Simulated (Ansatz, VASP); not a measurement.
**Two plane-wave programs on Rb3Sr**

File INCAR:

```
PREC = Accurate ; ENCUT = 520
EDIFF = 1E-7 ; ISMEAR = 1
SIGMA = 0.1 ; LREAL = False
LASPH = True ; NELM = 100
ALGO = Normal ; ISIF = 2
LWAVE = False ; LCHARG = False
GGA = PE ; NBANDS = 26
```

The input KPOINTS:

```
regular mesh
0
Gamma
  4 4 4
```

Contents of POSCAR:

```
Rb3Sr
1.0
    6.8286380000      0.0000000000      0.0000000000
    0.0000000000      6.8286380000      0.0000000000
    0.0000000000      0.0000000000      6.8286380000
Rb Sr
3 1
Direct
    0.5000000000      0.0000000000      0.0000000000
    0.0000000000      0.5000000000      0.0000000000
    0.0000000000      0.0000000000      0.5000000000
    0.5000000000      0.5000000000      0.5000000000
```

Input for Ansatz:

```yaml
crystal:
  lattice:
    - [6.828638, 0.0, 0.0]
    - [0.0, 6.828638, 0.0]
    - [0.0, 0.0, 6.828638]
  atoms:
    - { symbol: Rb, position: [0.5, 0.0, 0.0] }
    - { symbol: Rb, position: [0.0, 0.5, 0.0] }
    - { symbol: Rb, position: [0.0, 0.0, 0.5] }
    - { symbol: Sr, position: [0.5, 0.5, 0.5] }
kpoints:
  mp_grid:
    grid: [4, 4, 4]
hamiltonian:
  xc: pbe
  pseudopotentials:
    kind: paw
scf:
  convergence:
    dr2_threshold: 1.0e-08
  occupations:
    method: methfessel_paxton
output:
  forces: true
  stress: true
  eigenvalues: true
```

The cell comes from a database or a generator and needn't be the stable form of this composition.

Alike in both runs: task single point; functional PBE; k mesh 4 × 4 × 4; no spin polarisation.

|  | VASP | Ansatz |
| --- | --- | --- |
| version | VASP 6.6.1 | Ansatz 0.2.0 |
| potentials or method | VASP PAW PBE potentials, release 64 (Rb_sv, Sr_sv) | plane waves, PAW |
| plane-wave cutoff (eV) | 520 | 420 |
| occupations | methfessel-paxton of order 1, width 0.1 eV | methfessel-paxton of order 1 |
| valence electrons in the cell | 37 | 37 |

|  | VASP | Ansatz | Ansatz less VASP |
| --- | --- | --- | --- |
| gap on the k mesh at the Fermi level (eV) | none | none | - |
| pressure (GPa) | 0.0 | 0.0 | 0.00 |

A gap of «none» marks a metal or a gap that the smearing closes. Ansatz warned: «stress_scf_threshold_loose».
